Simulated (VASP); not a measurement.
Calculation: PBEsol GGA, VASP's PBE PAW potentials (set 64) (plane waves; VASP 6.6.1).

VASP ran on this input.

**INCAR**
```
ISMEAR  =  0
EDIFFG  =  -0.01   ! ionic stop
SYSTEM  =  BN
LCHARG  =  .FALSE.
IBRION  =  2
EDIFF  =  1E-6
GGA  =  PS
PREC  =  Accurate
NELM  =  100   ! most electronic steps
LREAL  =  .FALSE.   ! projection in real space or not
SIGMA  =  0.05   ! width (eV)
ISIF  =  3   ! ions, shape and volume
ALGO  =  Normal   ! blocked Davidson
ENCUT  =  520   ! plane-wave cut-off (eV)
LWAVE  =  .FALSE.
NSW  =  60   ! most ionic steps
LASPH  =  .TRUE.
```

POSCAR:
```
BN
1
    0.0000000000     1.8130000000     1.8130000000
    1.8130000000     0.0000000000     1.8130000000
    1.8130000000     1.8130000000     0.0000000000
B N
1 1
Direct
  0.0000000000   0.0000000000   0.0000000000
  0.7500000000   0.7500000000   0.7500000000
```

File KPOINTS:
```
Regular mesh
0
G
  11 11 11
```

POTCAR, in this order: B N (PBE.64 set). Program: vasp_std.

Output

File OUTCAR:
```
 ion  position               nearest neighbor table
   1  0.000  0.000  0.000-   2 1.57   2 1.57   2 1.57   2 1.57
   2  0.750  0.750  0.750-   1 1.57   1 1.57   1 1.57   1 1.57
  LATTYP: Found a face centered cubic cell.
 ALAT       =     3.6260000000
 Subroutine PRICEL returns:
 Original cell was already a primitive cell.
 Subroutine GETGRP returns: Found 24 space group operations
The static configuration has the point symmetry T_d .
The dynamic configuration has the point symmetry T_d .
 Subroutine INISYM returns: Found 24 space group operations
 Subroutine IBZKPT returns following result:
 Found     56 irreducible k-points:

 Following reciprocal coordinates:
            Coordinates               Weight
  0.000000  0.000000  0.000000      1.000000
  0.090909  0.000000  0.000000      8.000000
  0.181818  0.000000  0.000000      8.000000
  0.272727  0.000000  0.000000      8.000000
  0.363636  0.000000  0.000000      8.000000
  0.454545  0.000000  0.000000      8.000000
  0.090909  0.090909  0.000000      6.000000
  0.181818  0.090909  0.000000     24.000000
  0.272727  0.090909  0.000000     24.000000
  0.363636  0.090909  0.000000     24.000000
  0.454545  0.090909  0.000000     24.000000
 -0.454545  0.090909  0.000000     24.000000
 -0.363636  0.090909  0.000000     24.000000
 -0.272727  0.090909  0.000000     24.000000
 -0.181818  0.090909  0.000000     24.000000
 -0.090909  0.090909  0.000000     12.000000
  0.181818  0.181818  0.000000      6.000000
  0.272727  0.181818  0.000000     24.000000
  0.363636  0.181818  0.000000     24.000000
  0.454545  0.181818  0.000000     24.000000
 -0.454545  0.181818  0.000000     24.000000
 -0.363636  0.181818  0.000000     24.000000
 -0.272727  0.181818  0.000000     24.000000
 -0.181818  0.181818  0.000000     12.000000
  0.272727  0.272727  0.000000      6.000000
  0.363636  0.272727  0.000000     24.000000
  0.454545  0.272727  0.000000     24.000000
 -0.454545  0.272727  0.000000     24.000000
 -0.363636  0.272727  0.000000     24.000000
 -0.272727  0.272727  0.000000     12.000000
  0.363636  0.363636  0.000000      6.000000
  0.454545  0.363636  0.000000     24.000000
 -0.454545  0.363636  0.000000     24.000000
 -0.363636  0.363636  0.000000     12.000000
  0.454545  0.454545  0.000000      6.000000
 -0.454545  0.454545  0.000000     12.000000
  0.272727  0.181818  0.090909     24.000000
  0.363636  0.181818  0.090909     48.000000
  0.454545  0.181818  0.090909     48.000000
 -0.454545  0.181818  0.090909     48.000000
   k-points           NKPTS =     56   k-points in BZ     NKDIM =     56   number of bands    NBANDS=      8
   number of dos      NEDOS =    301   number of ions     NIONS =      2
   total plane-waves  NPLWV =   8000
   dimension x,y,z NGX =    20 NGY =   20 NGZ =   20
   dimension x,y,z NGXF=    40 NGYF=   40 NGZF=   40
   ions per type =               1   1
   PREC   = accura    normal or accurate (medium, high low for compatibility)
   ISTART =      0    job   : 0-new  1-cont  2-samecut
   ICHARG =      2    charge: 1-file 2-atom 10-const
   ISPIN  =      1    spin polarized calculation?
   LNONCOLLINEAR =      F non collinear calculations
   LSORBIT =      F    spin-orbit coupling
   INIWAV =      1    electr: 0-lowe 1-rand  2-diag
   ENCUT  =  520.0 eV  38.22 Ry    6.18 a.u.   4.77  4.77  4.77*2*pi/ulx,y,z
   NELM   =    100;   NELMIN=  2; NELMDL= -5     # of ELM steps
   EDIFF  = 0.1E-05   stopping-criterion for ELM
   LREAL  =      F    real-space projection
   NLSPLINE    = F    spline interpolate recip. space projectors
   LMAXMIX     =    2 max onsite mixed and CHGCAR
...
```

OSZICAR:
```
       N       E                     dE             d eps       ncg     rms          rms(c)
DAV:   1     0.746103477154E+01    0.74610E+01   -0.52640E+03   936   0.989E+02
DAV:   2    -0.190950508310E+02   -0.26556E+02   -0.25404E+02  1288   0.173E+02
DAV:   3    -0.192745033686E+02   -0.17945E+00   -0.17945E+00  1000   0.174E+01
DAV:   4    -0.192746526368E+02   -0.14927E-03   -0.14927E-03  1280   0.455E-01
DAV:   5    -0.192746526811E+02   -0.44348E-07   -0.44348E-07   944   0.564E-03    0.650E+00
DAV:   6    -0.184463454953E+02    0.82831E+00   -0.31499E+00  1128   0.128E+01    0.324E+00
DAV:   7    -0.183644050085E+02    0.81940E-01   -0.92180E-02  1192   0.283E+00    0.186E+00
DAV:   8    -0.183439420861E+02    0.20463E-01   -0.40316E-02  1000   0.167E+00    0.173E-01
DAV:   9    -0.183439540733E+02   -0.11987E-04   -0.41630E-04   896   0.225E-01    0.730E-02
DAV:  10    -0.183439710057E+02   -0.16932E-04   -0.74099E-05  1272   0.880E-02    0.131E-02
DAV:  11    -0.183439725833E+02   -0.15777E-05   -0.36290E-06   984   0.167E-02    0.559E-03
DAV:  12    -0.183439725630E+02    0.20317E-07   -0.93070E-07   448   0.786E-03
   1 F= -.18343973E+02 E0= -.18343973E+02  d E =-.183440E+02
       N       E                     dE             d eps       ncg     rms          rms(c)
DAV:   1    -0.183598261464E+02   -0.15854E-01   -0.50818E-01   984   0.745E+00    0.921E-01
DAV:   2    -0.183446566409E+02    0.15170E-01   -0.68857E-02  1032   0.206E+00    0.248E-01
DAV:   3    -0.183439278739E+02    0.72877E-03   -0.19701E-03  1048   0.454E-01    0.102E-01
DAV:   4    -0.183437115672E+02    0.21631E-03   -0.30776E-04  1048   0.158E-01    0.303E-02
DAV:   5    -0.183437088645E+02    0.27027E-05   -0.98777E-06  1056   0.276E-02    0.176E-02
DAV:   6    -0.183437093990E+02   -0.53446E-06   -0.44244E-07   480   0.857E-03
   2 F= -.18343709E+02 E0= -.18343709E+02  d E =0.263164E-03
       N       E                     dE             d eps       ncg     rms          rms(c)
DAV:   1    -0.183514190749E+02   -0.77102E-02   -0.12979E-01   952   0.372E+00    0.466E-01
DAV:   2    -0.183474999214E+02    0.39192E-02   -0.18204E-02   992   0.105E+00    0.125E-01
DAV:   3    -0.183473181486E+02    0.18177E-03   -0.49397E-04  1056   0.230E-01    0.509E-02
DAV:   4    -0.183472595374E+02    0.58611E-04   -0.81347E-05  1032   0.802E-02    0.147E-02
DAV:   5    -0.183472581399E+02    0.13974E-05   -0.28192E-06  1008   0.144E-02    0.877E-03
DAV:   6    -0.183472577215E+02    0.41848E-06   -0.12322E-07   448   0.462E-03
   3 F= -.18347258E+02 E0= -.18347258E+02  d E =-.328516E-02
```

### OUTCAR
```
------------------------ aborting loop because EDIFF is reached ----------------------------------------
  FORCE on cell =-STRESS in cart. coord.  units (eV):
  Direction    XX          YY          ZZ          XY          YZ          ZX
  --------------------------------------------------------------------------------------
  Total       -0.0008269     -0.0008269     -0.0008269     -0.0000000     -0.0000000      0.0000000
  in kB       -0.1128718     -0.1128718     -0.1128718     -0.0000000     -0.0000000      0.0000000
  external PRESSURE =      -0.1128718 kB  Pullay stress =       0.0000000 kB
  volume of cell :       11.74
      direct lattice vectors                 reciprocal lattice vectors
    -0.000000000  1.803796661  1.803796661    -0.277193107  0.277193107  0.277193107
     1.803796661 -0.000000000  1.803796661     0.277193107 -0.277193107  0.277193107
     1.803796661  1.803796661  0.000000000     0.277193107  0.277193107 -0.277193107
  FREE ENERGIE OF THE ION-ELECTRON SYSTEM (eV)
  ---------------------------------------------------
  free  energy   TOTEN  =       -18.3472577215 eV

  energy  without entropy=      -18.3472577215  energy(sigma->0) =      -18.34725772

 reached required accuracy - stopping structural energy minimisation
```
(Selected blocks of OUTCAR.)

File CONTCAR:
```
BN
   1.00000000000000
    -0.0000000000000000    1.8037966611097884    1.8037966611097884
     1.8037966611097884   -0.0000000000000000    1.8037966611097884
     1.8037966611097884    1.8037966611097884    0.0000000000000000
  B               N
     1     1
Direct
     0.0000000000000000    0.0000000000000000    0.0000000000000000
     0.7500000000000000    0.7500000000000000    0.7500000000000000
```

The structure comes from a computed database's BN entry (F-43m); how it stands against other phases isn't given here. This run relaxes it. Symmetry was kept, so distortions that lower it aren't found.
